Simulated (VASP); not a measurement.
These are r2SCAN+rVV10, VASP's PBE PAW potentials (set 64) (plane waves; VASP 6.6.1) values and carry that method's errors.

A VASP calculation is set up with these files.

INCAR:
```
# general
SYSTEM   = HoBi
PREC     = Accurate
ENCUT    = 400   # plane-wave cut-off (eV)
LREAL    = .False.   # projection in real space or not
LASPH    = .True.   # aspherical one-centre terms

# electronic loop
EDIFF    = 1E-6   # SCF stop (eV)
NELM     = 100   # most electronic steps
ALGO     = Normal   # blocked Davidson
LMAXMIX  = 6   # l cut-off of mixed one-centre charges
LMIXTAU  = .True.

# smearing
ISMEAR   = 1
SIGMA    = 0.1   # width (eV)

# functional
METAGGA  = R2SCAN
LUSE_VDW = .True.
BPARAM   = 11.95
CPARAM   = 0.0093

# ions
IBRION   = 2   # conjugate gradients
NSW      = 60
ISIF     = 3
EDIFFG   = -0.01

# output
LWAVE    = .False.
LCHARG   = .False.
```

POSCAR:
```
HoBi
1
    0.0000000000     3.1140000000     3.1140000000
    3.1140000000     0.0000000000     3.1140000000
    3.1140000000     3.1140000000     0.0000000000
Ho Bi
1 1
Direct
  0.0000000000   0.0000000000   0.0000000000
  0.5000000000   0.5000000000   0.5000000000
```

KPOINTS:
```
Automatic mesh
0
Gamma
9 9 9
0 0 0
```

POTCAR, in this order: Ho_3 Bi_d (PBE.64 set). Program: vasp_std.

The run wrote:

### OSZICAR
```
       N       E                     dE             d eps       ncg     rms          rms(c)
DAV:   1     0.868803497166E+02    0.86880E+02   -0.11222E+04  1272   0.138E+03
DAV:   2    -0.862762510981E+02   -0.17316E+03   -0.17206E+03  1688   0.439E+02
DAV:   3    -0.968022180904E+02   -0.10526E+02   -0.10470E+02  1400   0.982E+01
DAV:   4    -0.972980312867E+02   -0.49581E+00   -0.49519E+00  1616   0.264E+01
DAV:   5    -0.973166948259E+02   -0.18664E-01   -0.18663E-01  1544   0.469E+00    0.235E+01
DAV:   6    -0.929108130292E+02    0.44059E+01   -0.16912E+00  1536   0.213E+01    0.127E+01
DAV:   7    -0.925621739664E+02    0.34864E+00   -0.16450E+00  1528   0.144E+01    0.182E+00
DAV:   8    -0.928986360259E+02   -0.33646E+00   -0.11319E+00  1224   0.997E+00    0.143E+00
DAV:   9    -0.928469842063E+02    0.51652E-01   -0.19741E-01  1464   0.305E+00    0.875E-01
DAV:  10    -0.929116188913E+02   -0.64635E-01   -0.10135E-01  1408   0.168E+00    0.178E-01
DAV:  11    -0.929052860263E+02    0.63329E-02   -0.10557E-02  1768   0.900E-01    0.341E-01
DAV:  12    -0.929117412673E+02   -0.64552E-02   -0.15877E-02  1232   0.945E-01    0.440E-02
DAV:  13    -0.929130056410E+02   -0.12644E-02   -0.16231E-03  1536   0.321E-01    0.839E-02
DAV:  14    -0.929129387624E+02    0.66879E-04   -0.54910E-05  1360   0.862E-02    0.546E-02
DAV:  15    -0.929129720908E+02   -0.33328E-04   -0.13476E-04  1488   0.132E-01    0.112E-02
DAV:  16    -0.929130209073E+02   -0.48817E-04   -0.43838E-05  1216   0.644E-02    0.161E-02
DAV:  17    -0.929130245774E+02   -0.36701E-05   -0.16384E-05  1392   0.428E-02    0.544E-03
DAV:  18    -0.929130275382E+02   -0.29608E-05   -0.18215E-06  1000   0.164E-02    0.176E-03
DAV:  19    -0.929130282753E+02   -0.73715E-06   -0.80140E-07   984   0.101E-02
   1 F= -.92913028E+02 E0= -.92912858E+02  d E =-.929130E+02
       N       E                     dE             d eps       ncg     rms          rms(c)
DAV:   1    -0.929647000427E+02   -0.51673E-01   -0.14166E+00  1568   0.177E+01    0.149E+00
DAV:   2    -0.929221452459E+02    0.42555E-01   -0.97414E-02  1232   0.482E+00    0.514E-01
DAV:   3    -0.929132866891E+02    0.88586E-02   -0.30130E-02  1536   0.253E+00    0.938E-02
DAV:   4    -0.929135888653E+02   -0.30218E-03   -0.22305E-03  1824   0.533E-01    0.915E-02
DAV:   5    -0.929118967670E+02    0.16921E-02   -0.16044E-03  1168   0.414E-01    0.413E-02
DAV:   6    -0.929135547803E+02   -0.16580E-02   -0.16647E-03  1296   0.386E-01    0.123E-02
DAV:   7    -0.929135644177E+02   -0.96374E-05   -0.17226E-04  1208   0.137E-01    0.575E-03
DAV:   8    -0.929135530339E+02    0.11384E-04   -0.87529E-06  1280   0.301E-02    0.600E-03
DAV:   9    -0.929135509577E+02    0.20762E-05   -0.26139E-06   912   0.193E-02    0.170E-03
DAV:  10    -0.929136033696E+02   -0.52412E-04   -0.20770E-06   912   0.195E-02    0.388E-04
DAV:  11    -0.929135942297E+02    0.91399E-05   -0.14949E-07   648   0.779E-03    0.397E-04
DAV:  12    -0.929135907666E+02    0.34631E-05   -0.10870E-07   608   0.485E-03    0.727E-04
DAV:  13    -0.929135856376E+02    0.51290E-05   -0.51515E-08   632   0.494E-03    0.185E-04
DAV:  14    -0.929135858343E+02   -0.19669E-06   -0.15351E-08   632   0.255E-03
   2 F= -.92913586E+02 E0= -.92913410E+02  d E =-.557559E-03
       N       E                     dE             d eps       ncg     rms          rms(c)
DAV:   1    -0.929221976126E+02   -0.86120E-02   -0.21944E-01  1568   0.684E+00    0.592E-01
DAV:   2    -0.929152866397E+02    0.69110E-02   -0.15632E-02  1208   0.190E+00    0.203E-01
DAV:   3    -0.929140836440E+02    0.12030E-02   -0.46577E-03  1584   0.991E-01    0.380E-02
DAV:   4    -0.929139770724E+02    0.10657E-03   -0.33706E-04  1808   0.206E-01    0.358E-02
DAV:   5    -0.929139769129E+02    0.15940E-06   -0.26611E-04  1168   0.158E-01    0.164E-02
DAV:   6    -0.929139825467E+02   -0.56337E-05   -0.22689E-04  1304   0.136E-01    0.424E-03
DAV:   7    -0.929140655069E+02   -0.82960E-04   -0.13790E-05  1224   0.419E-02    0.221E-03
DAV:   8    -0.929140613188E+02    0.41881E-05   -0.16822E-06   960   0.115E-02    0.213E-03
DAV:   9    -0.929140611643E+02    0.15447E-06   -0.82413E-07   720   0.868E-03
   3 F= -.92914061E+02 E0= -.92913884E+02  d E =-.103289E-02
```

### OUTCAR
```
------------------------ aborting loop because EDIFF is reached ----------------------------------------
  FORCE on cell =-STRESS in cart. coord.  units (eV):
  Direction    XX          YY          ZZ          XY          YZ          ZX
  --------------------------------------------------------------------------------------
  Total       -0.0077408     -0.0077408     -0.0077408     -0.0000000     -0.0000000      0.0000000
  in kB       -0.2034430     -0.2034430     -0.2034430     -0.0000000     -0.0000000      0.0000000
  external PRESSURE =      -0.2034430 kB  Pullay stress =       0.0000000 kB
  volume of cell :       60.96
      direct lattice vectors                 reciprocal lattice vectors
    -0.000000000  3.123733207  3.123733207    -0.160064886  0.160064886  0.160064886
     3.123733207 -0.000000000  3.123733207     0.160064886 -0.160064886  0.160064886
     3.123733207  3.123733207 -0.000000000     0.160064886  0.160064886 -0.160064886
 POSITION                                       TOTAL-FORCE (eV/Angst)
 -----------------------------------------------------------------------------------
      0.00000      0.00000      0.00000         0.000000     -0.000000      0.000000
      3.12373      3.12373      3.12373        -0.000000      0.000000     -0.000000
 -----------------------------------------------------------------------------------
    total drift:                                0.000000      0.000000      0.000000
  FREE ENERGIE OF THE ION-ELECTRON SYSTEM (eV)
  ---------------------------------------------------
  free  energy   TOTEN  =       -92.9140611643 eV

  energy  without entropy=      -92.9135285533  energy(sigma->0) =      -92.91388363

 reached required accuracy - stopping structural energy minimisation
```
(Selected blocks of OUTCAR.)

**CONTCAR**
```
HoBi
   1.00000000000000
    -0.0000000000000000    3.1237332073948827    3.1237332073948827
     3.1237332073948827   -0.0000000000000000    3.1237332073948827
     3.1237332073948827    3.1237332073948827   -0.0000000000000000
  Ho              Bi
     1     1
Direct
     0.0000000000000000    0.0000000000000000    0.0000000000000000
     0.5000000000000000    0.5000000000000000    0.5000000000000000
```

OUTCAR:
```
 val. band max:        5.3825694737   @ k =   0.3333   0.3333   0.0000

 cond. band min:       5.4062188211   @ k =   0.1111   0.1111   0.0000


 Fermi energy:         5.3987048763

 k-point     1 :       0.0000    0.0000    0.0000
  band No.  band energies     occupation
      1     -20.1604      2.00000
      2     -20.1604      2.00000
      3     -20.1604      2.00000
      4     -17.2571      2.00000
      5     -17.2571      2.00000
      6     -17.1900      2.00000
      7     -17.1900      2.00000
      8     -17.1900      2.00000
      9      -6.5750      2.00000
     10       6.1378     -0.00000
     11       6.1378     -0.00000
     12       6.1378     -0.00000
     13       6.6551     -0.00000
     14       6.6551     -0.00000
     15       6.6551     -0.00000
     16       7.3469     -0.00000

 k-point     2 :       0.1111    0.0000    0.0000
  band No.  band energies     occupation
      1     -20.1714      2.00000
      2     -20.1665      2.00000
      3     -20.1665      2.00000
      4     -17.2487      2.00000
      5     -17.2487      2.00000
      6     -17.1885      2.00000
      7     -17.1883      2.00000
      8     -17.1883      2.00000
      9      -6.4533      2.00000
     10       4.7024      2.00000
     11       5.3153      1.99668
     12       5.3153      1.99664
     13       6.8765     -0.00000
     14       6.8765     -0.00000
     15       6.9847     -0.00000
     16       8.2972      0.00000

 k-point     3 :       0.2222    0.0000    0.0000
  band No.  band energies     occupation
      1     -20.1990      2.00000
      2     -20.1820      2.00000
      3     -20.1820      2.00000
      4     -17.2272      2.00000
      5     -17.2272      2.00000
      6     -17.1847      2.00000
      7     -17.1840      2.00000
      8     -17.1840      2.00000
      9      -6.1189      2.00000
     10       2.9761      2.00000
     11       4.3854      2.00000
     12       4.3854      2.00000
     13       7.1398     -0.00000
...
```

The 4f electrons are frozen in the core of the lanthanide potential, so 4f levels, which can set the real gap, and their magnetism are missing. Unless said otherwise, spin-orbit coupling is left out, though it shifts the bands of the heavy elements here.

The structure comes from a measured HoBi entry (Fm-3m) of the Crystallography Open Database, whose conditions weren't checked. This run relaxes it. Symmetry was kept, so distortions that lower it aren't found.
